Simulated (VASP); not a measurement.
Output of a VASP run:

File OSZICAR:
```
...
RMM:   2    -0.151919047444E+03   -0.91685E-03   -0.10547E-02   704   0.184E-01    0.500E-02
RMM:   3    -0.151919181620E+03   -0.13418E-03   -0.14623E-03   704   0.693E-02    0.487E-02
RMM:   4    -0.151919183678E+03   -0.20578E-05   -0.21223E-04   708   0.258E-02    0.324E-02
RMM:   5    -0.151919185143E+03   -0.14650E-05   -0.61618E-05   579   0.132E-02
  12 F= -.15191919E+03 E0= -.15191919E+03  d E =-.633969E-02
       N       E                     dE             d eps       ncg     rms          rms(c)
DAV:   1    -0.151915171312E+03    0.40124E-02   -0.67351E+00   720   0.414E+00    0.393E-01
RMM:   2    -0.151918836759E+03   -0.36654E-02   -0.42303E-02   704   0.369E-01    0.101E-01
RMM:   3    -0.151919379545E+03   -0.54279E-03   -0.58960E-03   704   0.139E-01    0.961E-02
RMM:   4    -0.151919390406E+03   -0.10862E-04   -0.85563E-04   708   0.520E-02    0.646E-02
RMM:   5    -0.151919396556E+03   -0.61497E-05   -0.24714E-04   705   0.264E-02    0.153E-02
RMM:   6    -0.151919398397E+03   -0.18416E-05   -0.47395E-05   504   0.101E-02
  13 F= -.15191940E+03 E0= -.15191940E+03  d E =-.655295E-02
       N       E                     dE             d eps       ncg     rms          rms(c)
DAV:   1    -0.151918450417E+03    0.94614E-03   -0.20141E+00   720   0.226E+00    0.220E-01
RMM:   2    -0.151919532291E+03   -0.10819E-02   -0.12536E-02   704   0.201E-01    0.543E-02
RMM:   3    -0.151919692662E+03   -0.16037E-03   -0.17478E-03   704   0.760E-02    0.490E-02
RMM:   4    -0.151919696117E+03   -0.34546E-05   -0.25257E-04   708   0.283E-02    0.329E-02
RMM:   5    -0.151919698151E+03   -0.20344E-05   -0.70632E-05   621   0.141E-02
  14 F= -.15191970E+03 E0= -.15191970E+03  d E =-.685270E-02
       N       E                     dE             d eps       ncg     rms          rms(c)
DAV:   1    -0.151919230072E+03    0.46605E-03   -0.69328E-01   720   0.133E+00    0.130E-01
RMM:   2    -0.151919598357E+03   -0.36829E-03   -0.42647E-03   704   0.117E-01    0.312E-02
RMM:   3    -0.151919651036E+03   -0.52678E-04   -0.58753E-04   704   0.441E-02    0.274E-02
RMM:   4    -0.151919651618E+03   -0.58236E-06   -0.84335E-05   689   0.164E-02
  15 F= -.15191965E+03 E0= -.15191965E+03  d E =-.680617E-02
       N       E                     dE             d eps       ncg     rms          rms(c)
DAV:   1    -0.151919521941E+03    0.12910E-03   -0.31241E-01   720   0.890E-01    0.878E-02
RMM:   2    -0.151919691767E+03   -0.16983E-03   -0.19417E-03   704   0.791E-02    0.204E-02
RMM:   3    -0.151919715840E+03   -0.24072E-04   -0.26720E-04   704   0.298E-02    0.180E-02
RMM:   4    -0.151919716248E+03   -0.40809E-06   -0.38997E-05   486   0.111E-02
  16 F= -.15191972E+03 E0= -.15191972E+03  d E =-.687080E-02
       N       E                     dE             d eps       ncg     rms          rms(c)
DAV:   1    -0.151917386742E+03    0.23291E-02   -0.88411E+00   704   0.466E+00    0.429E-01
RMM:   2    -0.151921854113E+03   -0.44674E-02   -0.50909E-02   704   0.405E-01    0.111E-01
RMM:   3    -0.151922515225E+03   -0.66111E-03   -0.70897E-03   704   0.152E-01    0.100E-01
RMM:   4    -0.151922528940E+03   -0.13715E-04   -0.10243E-03   708   0.567E-02    0.670E-02
RMM:   5    -0.151922535488E+03   -0.65484E-05   -0.26949E-04   702   0.281E-02    0.168E-02
RMM:   6    -0.151922538104E+03   -0.26161E-05   -0.53796E-05   497   0.108E-02
  17 F= -.15192254E+03 E0= -.15192254E+03  d E =-.282186E-02
```

File OUTCAR:
```
------------------------ aborting loop because EDIFF is reached ----------------------------------------
  FORCE on cell =-STRESS in cart. coord.  units (eV):
  Direction    XX          YY          ZZ          XY          YZ          ZX
  --------------------------------------------------------------------------------------
  Total        6.6203547      6.6284894      6.6184918     -0.0037698      0.0351864      0.1092962
  in kB        4.5598996      4.5655026      4.5586165     -0.0025965      0.0242354      0.0752799
  external PRESSURE =       4.5613396 kB  Pullay stress =       0.0000000 kB
  volume of cell :     2326.14
      direct lattice vectors                 reciprocal lattice vectors
    13.249887362  0.000000000  0.000000000     0.075472340  0.000000000  0.000000000
     0.000000000 13.249887362  0.000000000     0.000000000  0.075472340  0.000000000
     0.000000000  0.000000000 13.249887362     0.000000000  0.000000000  0.075472340
  FREE ENERGIE OF THE ION-ELECTRON SYSTEM (eV)
  ---------------------------------------------------
  free  energy   TOTEN  =      -151.9225381043 eV

  energy  without entropy=     -151.9225381043  energy(sigma->0) =     -151.92253810

 reached required accuracy - stopping structural energy minimisation
```
(Selected blocks of OUTCAR.)

**POSCAR**
```
Cd33Te32
1
   13.2498873621     0.0000000000     0.0000000000
    0.0000000000    13.2498873621    -0.0000000000
   -0.0000000000    -0.0000000000    13.2498873621
Cd Te
33 32
Direct
  0.5000000000   0.0000000000   0.0000000000
  0.7500000000   0.2500000000   0.0000000000
  0.7500000000   0.0000000000   0.2500000000
  0.0000000000   0.0000000000   0.0000000000
  0.2500000000   0.2500000000   0.0000000000
  0.5000000000   0.5000000000   0.0000000000
  0.7500000000   0.7500000000   0.0000000000
  0.2500000000   0.0000000000   0.2500000000
  0.4981260000   0.2466770000   0.2532960000
  0.7500000000   0.5000000000   0.2500000000
  0.5000000000   0.0000000000   0.5000000000
  0.7500000000   0.2500000000   0.5000000000
  0.7500000000   0.0000000000   0.7500000000
  0.0000000000   0.5000000000   0.0000000000
  0.2500000000   0.7500000000   0.0000000000
  0.0000000000   0.2500000000   0.2500000000
  0.2476020000   0.5017300000   0.2509070000
  0.5000000000   0.7500000000   0.2500000000
  0.0000000000   0.0000000000   0.5000000000
  0.2530640000   0.2493840000   0.5004020000
  0.4995900000   0.4978740000   0.5029760000
  0.7500000000   0.7500000000   0.5000000000
  0.2500000000   0.0000000000   0.7500000000
  0.5000000000   0.2500000000   0.7500000000
  0.7500000000   0.5000000000   0.7500000000
  0.0000000000   0.7500000000   0.2500000000
  0.0000000000   0.5000000000   0.5000000000
  0.2500000000   0.7500000000   0.5000000000
  0.0000000000   0.2500000000   0.7500000000
  0.2500000000   0.5000000000   0.7500000000
  0.5000000000   0.7500000000   0.7500000000
  0.0000000000   0.7500000000   0.7500000000
  0.3759450000   0.3771390000   0.3753370000
  0.6250000000   0.1250000000   0.1250000000
  0.8750000000   0.3750000000   0.1250000000
  0.8750000000   0.1250000000   0.3750000000
  0.1250000000   0.1250000000   0.1250000000
  0.3750000000   0.3750000000   0.1250000000
  0.6250000000   0.6250000000   0.1250000000
  0.8750000000   0.8750000000   0.1250000000
  0.3750000000   0.1250000000   0.3750000000
  0.6250000000   0.3750000000   0.3750000000
  0.8750000000   0.6250000000   0.3750000000
  0.6250000000   0.1250000000   0.6250000000
  0.8750000000   0.3750000000   0.6250000000
  0.8750000000   0.1250000000   0.8750000000
  0.1250000000   0.6250000000   0.1250000000
  0.3750000000   0.8750000000   0.1250000000
  0.1250000000   0.3750000000   0.3750000000
  0.3750000000   0.6250000000   0.3750000000
  0.6250000000   0.8750000000   0.3750000000
  0.1250000000   0.1250000000   0.6250000000
  0.3750000000   0.3750000000   0.6250000000
  0.6250000000   0.6250000000   0.6250000000
  0.8750000000   0.8750000000   0.6250000000
  0.3750000000   0.1250000000   0.8750000000
  0.6250000000   0.3750000000   0.8750000000
  0.8750000000   0.6250000000   0.8750000000
  0.1250000000   0.8750000000   0.3750000000
  0.1250000000   0.6250000000   0.6250000000
  0.3750000000   0.8750000000   0.6250000000
  0.1250000000   0.3750000000   0.8750000000
  0.3750000000   0.6250000000   0.8750000000
  0.6250000000   0.8750000000   0.8750000000
  0.1250000000   0.8750000000   0.8750000000
```

Question: Write an INCAR and KPOINTS that could have produced this output.

Answer: Several could match; the one computed here: the input of the run itself, PBE GGA, plane waves, VASP's PBE PAW potentials (set 64).

### INCAR
```
SYSTEM = Cd33Te32
PREC = Normal
ENCUT = 400
EDIFF = 1E-5
NELM = 100
ALGO = Fast
LREAL = Auto
LASPH = .TRUE.
ISMEAR = 0
SIGMA = 0.05
GGA = PE
LMAXMIX = 4
LWAVE = .FALSE.
LCHARG = .FALSE.
NELMIN = 4
ISYM = 0
IBRION = 2
ISIF = 2
NSW = 60
EDIFFG = -0.03
```

KPOINTS:
```
Automatic
0
Gamma
1 1 1
0 0 0
```

POTCAR, in this order: Cd Te (PBE.64 set). Program: vasp_gam.

The supercell is sampled at Γ alone, which is coarse: total energies, pressure and levels can be off, energies of defects by several tenths of an eV.

The cell is a supercell with a defect, built from CdTe (zinc blende): Cd_i. The run is not spin-polarised, so no state with unpaired spins was tried.
